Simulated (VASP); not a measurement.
A convergence study with VASP on Sb (a7): a few settings are varied, all else stays as given below, so the limit is that of these other settings. The cell's lengths are 1 % over those of the tabulated start and one atom is moved, so it is off equilibrium.

```
CELL_PARAMETERS angstrom
      3.99691    -2.17655     0.00000
      3.99691     2.17655     0.00000
      2.81166     0.00000     3.57873
ATOMIC_POSITIONS crystal
  Sb 0.23350 0.23350 0.23350
  Sb 0.77408 0.77408 0.76650
```

The numbers are results of PBE GGA, VASP's PBE PAW potentials (set 64) (plane waves; VASP 6.6.1), not measurements. The last row used: 900 eV cut-off, 8×8×8 Γ-centred mesh, first-order Methfessel-Paxton smearing of 0.10 eV, potentials Sb_d_GW.

Energies of different potentials or hybrids have different zeros.

| setting | E (eV/atom) | pressure (GPa) | largest force (eV/Å) | plane waves |
|---|---|---|---|---|
| ENCUT = 520, POTCAR Sb | -4.1334 | 1.76 | 0.350 | 1690 |
| ENCUT = 700, POTCAR Sb | -4.1335 | 1.76 | 0.349 | 2650 |
| ENCUT = 900, POTCAR Sb | -4.1335 | 1.76 | 0.349 | 3859 |
| ENCUT = 300, POTCAR Sb_GW | -4.1437 | 1.62 | 0.340 | 748 |
| ENCUT = 400, POTCAR Sb_GW | -4.1439 | 1.62 | 0.339 | 1142 |
| ENCUT = 520, POTCAR Sb_GW | -4.1440 | 1.62 | 0.339 | 1690 |
| ENCUT = 700, POTCAR Sb_GW | -4.1441 | 1.62 | 0.339 | 2650 |
| ENCUT = 900, POTCAR Sb_GW | -4.1441 | 1.63 | 0.339 | 3859 |
| ENCUT = 300, POTCAR Sb_d_GW | -4.1257 | 0.89 | 0.306 | 748 |
| ENCUT = 400, POTCAR Sb_d_GW | -4.1501 | 1.38 | 0.306 | 1142 |
| ENCUT = 520, POTCAR Sb_d_GW | -4.1514 | 1.63 | 0.306 | 1690 |
| ENCUT = 700, POTCAR Sb_d_GW | -4.1514 | 1.69 | 0.306 | 2650 |
| ENCUT = 900, POTCAR Sb_d_GW | -4.1510 | 1.77 | 0.306 | 3859 |

Left out are rungs that failed or repeat a setting and relaxations that didn't move; long series are thinned to 24 rows.

The compound is Sb in the a7 structure. The cell was not relaxed at this level, forces remain on its atoms.
